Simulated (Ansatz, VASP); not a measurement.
## HoB2C2 in two plane-wave programs

Aim: how closely do two programs agree when they are given the same cell, functional and k mesh?

Program: Ansatz 0.2.0. Level of theory: plane waves, with VASP 6.6.1 beside it; single point at PBEsol, DFT+U. Results are calculated unless marked as measured.

In doubt: a part-filled 4f shell, where there is one, can sit in one of many states, so energies may not be the lowest and differences between runs may mislead; derivatives with an open 4f shell can jump between states, which bears on forces and vibrations.

### 1. Starting point

Symmetry: P4/mbm, No. 127, tetragonal system. Conventional cell: a = 5.341 Å, b = 5.341 Å, c = 3.536 Å, α = 90.00°, β = 90.00°, γ = 90.00°. Nearest to Ho lie 8 C at 2.67 Å and 8 B at 2.72 Å. B has 3 C at 1.52 to 1.60 Å and 1 B at 2.08 Å and 4 Ho at 2.72 Å nearest. Nearest to C lie 3 B at 1.52 to 1.60 Å and 1 C at 2.45 Å and 4 Ho at 2.67 Å. Farther neighbours are not listed.

### 2. Ansatz: single point, PBEsol, DFT+U

Ansatz runs on its default PAW (the set named soft_2) files.

A single point gives forces, pressure and levels at one fixed geometry, so differences don't come from the geometry; what else differs is listed under the comparison.

input.yaml reads:

```yaml
crystal:
  lattice:
    - [5.3414, 0.0, 0.0]
    - [0.0, 5.3414, 0.0]
    - [0.0, 0.0, 3.5361]
  atoms:
    - { symbol: Ho, position: [0.0, 0.0, 0.0], spin: 4.0 }
    - { symbol: Ho, position: [0.5, 0.5, 0.0], spin: -4.0 }
    - { symbol: B, position: [0.3626, 0.8626, 0.5] }
    - { symbol: B, position: [0.1374, 0.3626, 0.5] }
    - { symbol: B, position: [0.6374, 0.1374, 0.5] }
    - { symbol: B, position: [0.8626, 0.6374, 0.5] }
    - { symbol: C, position: [0.162, 0.662, 0.5] }
    - { symbol: C, position: [0.338, 0.162, 0.5] }
    - { symbol: C, position: [0.838, 0.338, 0.5] }
    - { symbol: C, position: [0.662, 0.838, 0.5] }
hamiltonian:
  xc: pbesol
  pseudopotentials: { kind: paw }
  hubbard: { sites: [{ species: Ho, l: f, u_eff: 6.0 }] }
magnetization:
  spin_polarized: true
kpoints:
  mp_grid: { grid: [8, 8, 12] }
scf:
  occupations: { method: fermi_dirac, width: 0.05 }
  n_extra_bands: 12
output:
  forces: true
  stress: true
  eigenvalues: true
```

Run with:

```bash
$ ansatz run input.yaml --threads 4 --pin off --max-ram 9216MiB --backend cpu --events-out ev --progress --plain --runs-dir out
```

Numbers of over 12 decimals in the logs are rounded to 6 here.

What it wrote:

```text
Ho: projections on atomic orbitals take those of the free atom [Kr 4d10] 4f11 5s2 5p6 5d0 6s2, of charge +0.00 (hamiltonian.pseudopotentials.projection_atoms); the dataset's partial waves leave at most 4.5e-4 of an orbital's norm unspanned inside its sphere
B: projections on atomic orbitals take those of the free atom [He] 2s2 2p1, of charge +0.00 (hamiltonian.pseudopotentials.projection_atoms); the dataset's partial waves leave at most 3.0e-9 of an orbital's norm unspanned inside its sphere
C: projections on atomic orbitals take those of the free atom [He] 2s2 2p2, of charge +0.00 (hamiltonian.pseudopotentials.projection_atoms); the dataset's partial waves leave at most 3.7e-9 of an orbital's norm unspanned inside its sphere
scf.n_extra_bands = 12 over 35 filled bands (N_el = 70.0): the run solves 47 bands
Engine: ansatz 0.2.0, x86_64-unknown-linux-gnu
Pseudopotentials: kind: paw
Pseudopotential: Ho, paw, valence charge 21, recommended cutoff 420 eV (normal), Ho.paw.azcp
Pseudopotential: B, paw, valence charge 3, recommended cutoff 420 eV (normal), B.paw.azcp
Pseudopotential: C, paw, valence charge 4, recommended cutoff 420 eV (normal), C.paw.azcp
Functional definition: PBEsol
  exchange = pbesol_x
  correlation = pbesol_c
Crystal: 10 atoms, lattice volume = 100.887 Å³
Basis set: ecut = 420 eV, 1947 PW (Γ), exchange–correlation on 72×72×48 points (8 copies of the dense FFT grid, shifted against one another)
Bands: 53, of which v1, the nominal top of the filled ones, is band 35 counted from 1 (34 counted from 0)
Symmetry: 8 space group operations
Space group: P4/m (ITA 83), of the structure as read, at distance tolerance 4.7e-5 Å
Magnetic group: BNS 127.393 (UNI 1053), of the structure as read, at distance tolerance 4.7e-5 Å
k-points: 126 of 768
Non-local potential: Ho, projectors of the file, l = 0: 3, l = 1: 2, l = 2: 2, l = 3: 3
Non-local potential: B, projectors of the file, l = 0: 2, l = 1: 2, l = 2: 1
Non-local potential: C, projectors of the file, l = 0: 2, l = 1: 2, l = 2: 1
PAW form: soft (Blöchl's): semilocal exchange-correlation on the pseudo side does not see the compensation charge
PAW frozen core: Ho, regenerated for the run's functional, and the local potential with it (the file was generated under x = pbe(κ = 0.804, μ = 0.219515), c = pbe(β = 0.066725))
PAW frozen core: B, regenerated for the run's functional, and the local potential with it (the file was generated under x = pbe(κ = 0.804, μ = 0.219515), c = pbe(β = 0.066725))
PAW frozen core: C, regenerated for the run's functional, and the local potential with it (the file was generated under x = pbe(κ = 0.804, μ = 0.219515), c = pbe(β = 0.066725))
PAW one-centre angular grid: Ho, 590 points (default); XC on 64 Gauss nodes
PAW one-centre angular grid: B, 110 points (default); XC on 64 Gauss nodes
PAW one-centre angular grid: C, 110 points (default); XC on 64 Gauss nodes
Initial density: superposition of atomic densities (chi_scale 0.1, normalization cell, long waves kept (reshape's long-wave potential 0.00 eV rms))
Starting magnetic order: altermagnet, g-wave, planar spin-momentum locking; spin-degenerate planes through Γ normal to [0 1 0], [1 -1 0], [1 0 0], [1 1 0] of the run's lattice
Initial wavefunctions: pseudopotential atomic-orbital guess
Functional: x = pbesol(κ = 0.804, μ = 0.123457), c = pbesol(β = 0.046)
SCF iter   1: F=—  HF=-24017.610130 eV  |F-HF|=—  |Δ(HF+E_count)|=         —  Δρ=5.84e-2 (↑5.81e-2 ↓5.84e-2)  dr2=1.04e1  dr2_m=1.05e0  M=0.005 μB ∫|m|=7.893 μB  β_m=0.30  ethr=3.10e-3  ⟨swp⟩=6.0  Hψ=51238  notcnv=0  defer=1005
preconditioner: auto → Kerker (q_TF=auto, 2.567 Å⁻¹)  [metal: Δε(μ)=0.018 eV  Ē_g=13.796 eV  σ=0.050 eV  W_gap=0.09  n_scr=30 (ndim 8)  ℏωp=30.0 eV  f_vac=0.000  D(μ)=1.63/eV (n_scr^D=8)]
spin=Collinear: Kerker preconditioning applied to the charge; magnetization (m = ρ↑ − ρ↓) channel mixes plain (no charge-response kernel on spin).
SCF iter   2: F=—  HF=-24016.850244 eV  |F-HF|=—  |Δ(HF+E_count)|=   7.60e-1  Δρ=4.33e-2 (↑4.33e-2 ↓4.32e-2)  dr2=5.49e0  dr2_m=6.71e-1  M=0.000 μB ∫|m|=7.985 μB  β_m=0.65  ethr=3.10e-3  ⟨swp⟩=2.3  Hψ=22629  notcnv=0
SCF iter   3: F=—  HF=-24016.588982 eV  |F-HF|=—  |Δ(HF+E_count)|=   2.61e-1  Δρ=1.32e-2 (↑1.30e-2 ↓1.32e-2)  dr2=5.38e-1  dr2_m=2.95e-3  M=-0.000 μB ∫|m|=8.240 μB  β_m=0.57  ethr=3.10e-3  ⟨swp⟩=2.8  Hψ=28637  notcnv=0  defer=2
SCF iter   4: F=—  HF=-24016.201916 eV  |F-HF|=—  |Δ(HF+E_count)|=   3.87e-1  Δρ=3.65e-3 (↑3.62e-3 ↓3.65e-3)  dr2=5.46e-2  dr2_m=1.79e-4  M=-0.000 μB ∫|m|=8.251 μB  β_m=0.66  ethr=7.69e-4  ⟨swp⟩=3.3  Hψ=31231  notcnv=0  defer=4
SCF iter   5: F=—  HF=-24016.200770 eV  |F-HF|=—  |Δ(HF+E_count)|=   1.15e-3  Δρ=1.67e-3 (↑1.67e-3 ↓1.64e-3)  dr2=1.64e-2  dr2_m=2.23e-4  M=-0.000 μB ∫|m|=8.235 μB  β_m=0.83  ethr=7.80e-5  ⟨swp⟩=2.0  Hψ=27943  notcnv=0
SCF iter   6: F=—  HF=-24016.209816 eV  |F-HF|=—  |Δ(HF+E_count)|=   9.05e-3  Δρ=7.69e-4 (↑7.69e-4 ↓7.61e-4)  dr2=3.16e-3  dr2_m=4.71e-5  M=-0.001 μB ∫|m|=8.216 μB  β_m=0.91  ethr=2.34e-5  ⟨swp⟩=2.1  Hψ=22773  notcnv=0
[...]
Starting moments: Σ|m| = 8 μB on 2 of 10 sites; this step starts from the density that it was given
Initial wavefunctions: those read from a saved state, or passed on in memory by an earlier step or the calling program
iter 1 solved again at ethr=1.79e-11 eV; its pass at ethr=1.43e-6 eV (dr2=1.25e-8 eV) is discarded
SCF iter   1: F=—  HF=-24016.278167 eV  |F-HF|=—  |Δ(HF+E_count)|=         —  Δρ=2.29e-6 (↑1.85e-6 ↓2.29e-6)  dr2=1.25e-8  dr2_m=2.45e-10  M=-0.000 μB ∫|m|=8.173 μB  ethr=1.79e-11  ⟨swp⟩=1.0  Hψ=170413  notcnv=0
preconditioner: auto → Kerker (q_TF=auto, 2.567 Å⁻¹)  [metal: Δε(μ)=0.004 eV  Ē_g=12.859 eV  σ=0.050 eV  W_gap=0.02  n_scr=30 (ndim 8)  ℏωp=30.0 eV  f_vac=0.000  D(μ)=1.67/eV (n_scr^D=8)]
spin=Collinear: Kerker preconditioning applied to the charge; magnetization (m = ρ↑ − ρ↓) channel mixes plain (no charge-response kernel on spin).
SCF iter   2: F=—  HF=-24016.278167 eV  |F-HF|=—  |Δ(HF+E_count)|=   6.44e-8  Δρ=7.18e-6 (↑5.56e-6 ↓7.18e-6)  dr2=1.60e-7  dr2_m=2.34e-9  M=-0.000 μB ∫|m|=8.173 μB  β_m=0.30  ethr=1.79e-11  ⟨swp⟩=8.8  Hψ=127027  notcnv=0
SCF iter   3: F=-24016.278167 eV  HF=-24016.278167 eV  |F-HF|=1.44e-8  |Δ(HF+E_count)|=   6.90e-8  Δρ=1.57e-6 (↑1.31e-6 ↓1.57e-6)  dr2=1.58e-8  dr2_m=6.18e-11  M=-0.000 μB ∫|m|=8.173 μB  ethr=1.79e-11  ⟨swp⟩=1.9  Hψ=120750  notcnv=0
SCF 2 converged in 3 iterations: F = -24016.278167 eV  dr2 = 1.58e-8
iter 1 solved again at ethr=3.56e-11 eV; its pass at ethr=1.43e-6 eV (dr2=2.50e-8 eV) is discarded
SCF iter   1: F=—  HF=-24016.278167 eV  |F-HF|=—  |Δ(HF+E_count)|=         —  Δρ=2.29e-6 (↑1.85e-6 ↓2.29e-6)  dr2=1.25e-8  dr2_m=2.45e-10  M=-0.000 μB ∫|m|=8.173 μB  ethr=3.56e-11  ⟨swp⟩=1.8  Hψ=243495  notcnv=0
spin=Collinear: Kerker preconditioning applied to the charge; magnetization (m = ρ↑ − ρ↓) channel mixes plain (no charge-response kernel on spin).
SCF iter   2: F=—  HF=-24016.278162 eV  |F-HF|=—  |Δ(HF+E_count)|=   4.62e-6  Δρ=5.29e-6 (↑5.29e-6 ↓3.79e-6)  dr2=6.64e-8  dr2_m=9.65e-9  M=0.000 μB ∫|m|=8.173 μB  ethr=1.43e-10  ⟨swp⟩=4.0  Hψ=111229  notcnv=0
SCF iter   3: F=-24016.278167 eV  HF=-24016.278167 eV  |F-HF|=1.88e-9  |Δ(HF+E_count)|=   4.71e-6  Δρ=6.25e-7 (↑6.25e-7 ↓6.24e-7)  dr2=1.87e-9  dr2_m=2.98e-11  M=0.000 μB ∫|m|=8.173 μB  ethr=1.43e-10  ⟨swp⟩=2.0  Hψ=57780  notcnv=0
an SCF along what the orbitals of the run's state read of its open shells (or to have them read: on a GPU, or by another smearing), with 4 of the crystal's symmetry operations given up (238 k-points in place of 126), reached no lower state that the run goes on to. This is no proof of a minimum
the search or the solves at the SCF's close seem to have found levels that the self-consistency loop had missed (the run counts 1). By its estimate they hold under 1e-12 electrons; where the run keeps them, the occupations were computed again with them
SCF converged after 21 iterations (8 of them in the search for the orbital order of the open f shells)
an eigenvalue changed by more than its tolerance at an iteration that met the thresholds in force, so the SCF went on 1 time: the last check found none over its tolerance
Magnetization: -0.0000 μB (35.0000 up, 35.0000 down)
Absolute magnetization: 8.1600 μB (∫|ρ↑−ρ↓|, with the PAW one-centre terms)
Spin contamination: 4.0256 ħ² per cell (⟨S²⟩ above its minimum at these occupations)
Per-site moments (μB) at R_I (Å): [(3.992738, 1.101784), (-3.992756, 1.101784), (1.0179803475559519e-7, 0.625065), (-4.346952882969084e-7, 0.625065), (1.0179803477461535e-7, 0.625065), (-4.346952883174955e-7, 0.625065), (1.4641523830173433e-6, 0.625065), (-2.573519879283658e-6, 0.625065), (1.4641523830104431e-6, 0.625065), (-2.5735198792632344e-6, 0.625065)]
Free energy (F): -24016.278167 eV
Harris-Foulkes:  -24016.278167 eV  (|F-HF|=3.56e-8)
Internal energy: -24016.264103 eV  (E = F + TS)
E sigma→0 (E₀):  -24016.271135 eV
Entropy (-TS):   -0.014064 eV (-1.406 meV/atom)
Fermi energy:    13.961232 eV
--- Per-component energies (eV) ---
  E_band       = 93.804950
  E_kinetic    = 1323.965515
  E_local      = -7891.389247  (includes V_loc(G=0)·N_el)
  E_nonlocal   = 1365.091885
  E_hartree    = 3314.325985
  E_xc         = -719.303094
  E_vxc        = -853.591677  (∫ρ·V_xc dr)
  E_hubbard    = 0.543747  (on-site DFT+U / exact-exchange correction)
  E_vhub       = -59.110369  (the Hubbard potential's part of the band-sum identity)
  E_paw        = -14441.848875  (= ΣΔE_a)
  E_vpaw       = -419.801632  (= ΣTr[D̂ρ^β])
  E_aug_tail   = 0.000068  (compensation charges beyond the density's cutoff)
  E_ewald      = -6969.575514
  E_core_change = 1.925427  (= ΣΔE_core)
  E_smearing   = -0.014064  (= −TS)
  E_closure    = 0.000000  (closes the sum)
  Σ components = -24016.278167   (vs F -24016.278167, Δ=0.00e0)
--- Forces (eV/Å), atoms counted from 1 ---
  atom   1  Ho     0.00000000     0.00000000     0.00000000
  atom   2  Ho     0.00000000     0.00000000     0.00000000
  atom   3  B      0.20591415     0.20592215     0.00000000
  atom   4  B     -0.19698057     0.19703916     0.00000000
  atom   5  B     -0.20591415    -0.20592215     0.00000000
  atom   6  B      0.19698057    -0.19703916     0.00000000
  atom   7  C     -0.09795521    -0.09797105     0.00000000
  atom   8  C      0.12067263    -0.12063632     0.00000000
  atom   9  C      0.09795521     0.09797105     0.00000000
  atom  10  C     -0.12067263     0.12063632     0.00000000
  max |Σ_I F_I| component: 5.55e-17 eV/Å
--- Stress (GPa, compression-positive) ---
       -3.229505       0.029838       0.000000
        0.029748      -3.229289       0.000000
        0.000000       0.000000      -4.360729
  P = ⅓ Tr σ = -3.6065 GPa (-36.065 kbar)
--- Band table (eV; the first three rows and the last of 476) ---
  k-point 0 ↑: bands = [... 31 lower, 11.8826, 11.8937, 12.1147, 12.9054, 14.5921, 14.8385, 14.8526, 14.8680, ... 8 higher]
  k-point 1 ↑: bands = [... 31 lower, 11.7199, 11.8690, 11.8784, 13.2404, 14.3247, 14.8375, 14.8380, 14.8418, ... 8 higher]
  k-point 2 ↑: bands = [... 31 lower, 11.4108, 11.8363, 11.8424, 13.5306, 14.0160, 14.7731, 14.8119, 14.8442, ... 8 higher]
  k-point 237 ↓: bands = [... 31 lower, 8.9208, 10.4595, 10.5892, 13.7971, 14.0129, 14.7622, 14.7649, 14.7770, ... 8 higher]
Occupation matrices written to <dir>
```

Run time: 4.9 min. Hardware: 4 threads of AMD EPYC 7B13 (Zen 3), shared host; peak memory 5.9 GiB.

The run ends at a pressure of -3.61 GPa, with forces up to 0.29 eV/Å.

(Part 1 of 2 ends here.)

[Lines on the potential files, build, host, timing and source positions are cut from VASP's logs without a mark.]

[Logs are printed without paths, hosts, clocks, repeated set-up lines and the standing remarks that a program may print on its own settings, such as how far it seeks lower states.]

[Hosts, paths, dates, database ids (printed as entryN), source tags and the programs' standing remarks are cut or masked in the printed files.]
